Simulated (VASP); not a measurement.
```xyz
2
Lattice="1.6585 -2.8726 0.0000 1.6585 2.8726 0.0000 0.0000 0.0000 5.1622" Properties=species:S:1:pos:R:3 pbc="T T T"
Sc     1.6585     0.9575     1.2905
Sc     1.6585    -0.9575     3.8716
```

Method: PBE GGA, VASP's PBE PAW potentials (set 64) (plane waves; VASP). Numerical set-up: 400 eV cut-off, 14×14×8 Γ-centred mesh, tetrahedra with Blöchl corrections, potentials Sc_sv.

Problem. What does the run give for the energy per atom (σ→0), band gap (on the k-mesh) with the smallest direct gap where there is one?

Solution. 
```json
{
 "band gap (on the k-mesh)": "none (metal, semimetal or under 0.01 eV)",
 "energy per atom (σ→0)": "-602.9 kJ/mol of atoms"
}
```

Total energies compare only between runs with the same potentials, cut-off and functional.

The compound is Sc in the hcp structure. It was relaxed first.
